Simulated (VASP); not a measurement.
Input:

```
CELL_PARAMETERS angstrom
      2.69345     0.00000     0.00000
      0.00000     2.69345     0.00000
      0.00000     0.00000     3.71985
ATOMIC_POSITIONS crystal
  Fe 0.00000 0.00000 0.00000
  Pt 0.50000 0.50000 0.50000
```
Starting moments (μB, in the order of the record's atoms Fe Pt): 3.1 0.3.

Computed with MS2 meta-GGA, VASP's PBE PAW potentials (set 64) (plane waves; VASP). Numerical set-up: 520 eV cut-off, 15×15×11 Γ-centred mesh, tetrahedra with Blöchl corrections, potentials Fe Pt.

### Question
Give the spin-up energies of bands 1 to 13 at the high-symmetry points, in eV from the Fermi level.

### Answer

```csv
band,Γ,X,M,Z,R,A
1,-10.01,-6.41,-7.28,-8.13,-6.86,-6.41
2,-6.76,-5.03,-6.17,-6.16,-6.83,-5.05
3,-6.43,-4.67,-6.07,-5.92,-3.94,-5.05
4,-3.71,-4.65,-6.07,-3.94,-3.86,-4.64
5,-3.71,-3.96,-1.88,-3.20,-3.81,-3.92
6,-3.23,-3.89,-1.29,-2.94,-3.61,-3.92
7,-2.49,-2.98,-0.68,-2.70,-1.51,-2.93
8,-2.37,-2.77,-0.68,-2.70,-1.07,-1.81
9,-0.55,-2.53,-0.67,-2.29,-0.85,-1.29
10,-0.50,-1.59,0.80,-2.15,-0.74,0.80
11,-0.50,-0.09,1.50,-2.15,-0.63,6.84
12,1.94,2.25,1.50,-0.79,-0.45,6.84
13,9.78,10.36,7.91,15.53,4.91,7.78
```

### Question
Give the spin-down energies of bands 1 to 13 at the high-symmetry points, in eV from the Fermi level.

### Answer

```csv
band,Γ,X,M,Z,R,A
1,-9.84,-6.28,-6.81,-8.03,-6.44,-6.24
2,-6.03,-4.82,-5.18,-5.70,-6.25,-4.85
3,-6.02,-4.45,-5.18,-5.58,-3.02,-4.85
4,-2.40,-3.70,-4.80,-2.69,-2.94,-1.59
5,-2.40,-2.56,1.15,-1.93,-2.14,-1.53
6,-1.07,-1.37,1.60,-1.93,-0.67,-1.35
7,-0.69,-1.18,1.71,-1.70,-0.59,-1.35
8,0.99,-0.81,1.71,-0.56,-0.42,1.16
9,1.91,0.91,1.82,0.57,1.11,1.28
10,1.91,1.42,1.96,0.63,1.70,1.60
11,2.21,2.59,1.96,0.63,1.92,7.77
12,2.71,2.81,2.25,2.51,2.49,7.77
13,10.88,11.39,9.17,16.23,6.02,9.00
```

It has no gap at this level: it comes out as a metal or semimetal.

The compound is FePt in the L1_0 structure. It was relaxed first.
